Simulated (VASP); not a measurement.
Set up this calculation in VASP 6.6.1, as the native input.

| Property | Result |
| --- | --- |
| Task | relaxation of cell and atoms |
| Functional | PBEsol |
| Potentials or basis | VASP PAW PBE potentials, release 64 (Sn_d, Pb_d, Se) |
| Cutoff | 600 eV |
| k mesh | 6 × 6 × 6 |
| Occupations | gaussian, width 0.03 eV |
| Spin | no spin polarisation |
| Further INCAR settings | ALGO = Normal; EDIFF = 1e-06; IBRION = 2; EDIFFG = -0.01; NSW = 90; ISIF = 3 |

The structure of SnPb3Se4 lies in POSCAR:

```
SnPb3Se4
1.0
    0.0000000000      6.0959750000     -6.0959750000
   -6.0959750000      0.0000000000     -6.0959750000
   -6.0959750000      6.0959750000      0.0000000000
Sn Pb Se
2 6 8
Direct
    0.5000000000      0.5000000000      0.0000000000
    0.0000000000      0.5000000000      0.0000000000
    0.5000000000      0.0000000000      0.0000000000
    0.0000000000      0.0000000000      0.0000000000
    0.5000000000      0.5000000000      0.5000000000
    0.0000000000      0.5000000000      0.5000000000
    0.5000000000      0.0000000000      0.5000000000
    0.0000000000      0.0000000000      0.5000000000
    0.7500000000      0.7500000000      0.2500000000
    0.2500000000      0.7500000000      0.2500000000
    0.7500000000      0.2500000000      0.2500000000
    0.2500000000      0.2500000000      0.2500000000
    0.7500000000      0.7500000000      0.7500000000
    0.2500000000      0.7500000000      0.7500000000
    0.7500000000      0.2500000000      0.7500000000
    0.2500000000      0.2500000000      0.7500000000
```

The cell was built by a generator and needn't be a form met in nature.

The input as run:

INCAR

```
PREC = Accurate
ENCUT = 600
EDIFF = 1E-6
ISMEAR = 0
SIGMA = 0.03
LREAL = False
LASPH = True
NELM = 80
ALGO = Normal
ISIF = 3
LWAVE = False
LCHARG = False
GGA = PS
IBRION = 2
NSW = 90
EDIFFG = -0.01
KPAR = 4
```

KPOINTS

```
regular mesh
0
Gamma
  6 6 6
```

Potentials or basis: VASP PAW PBE potentials, release 64 (Sn_d, Pb_d, Se).

The run is started by

```sh
$ cat potpaw_PBE.64/Sn_d/POTCAR potpaw_PBE.64/Pb_d/POTCAR potpaw_PBE.64/Se/POTCAR > POTCAR
$ mpirun -np 4 vasp_std > vasp.out
```

It gave:

```json
{
  "Relaxed volume": "27.91 Å³/atom",
  "Relaxed cell": "a = 8.580 Å, b = 8.579 Å, c = 8.579 Å, α = 60.00°, β = 60.00°, γ = 60.00°",
  "Space group after relaxing (to 0.05 Å)": "Cmmm (No. 65)",
  "Energy gained by relaxing": "3.1 meV/atom",
  "Ionic steps": "5",
  "Pressure after relaxing": "0.0 GPa",
  "Largest force after relaxing": "0.003 eV/Å",
  "Band gap on the k mesh": "0.02 eV"
}
```

Caveat: the PAW data sets were made with another functional, which shifts forces and pressure a little; spin-orbit coupling is left out, which as a rule narrows the gap of such compounds by several tenths of an eV.

It took 69 min on 4 MPI ranks on Intel(R) Xeon(R) Platinum 8259CL CPU @ 2.50GHz (Skylake/Cascade Lake), with other jobs on the host, peak memory 2.1 GiB a rank.
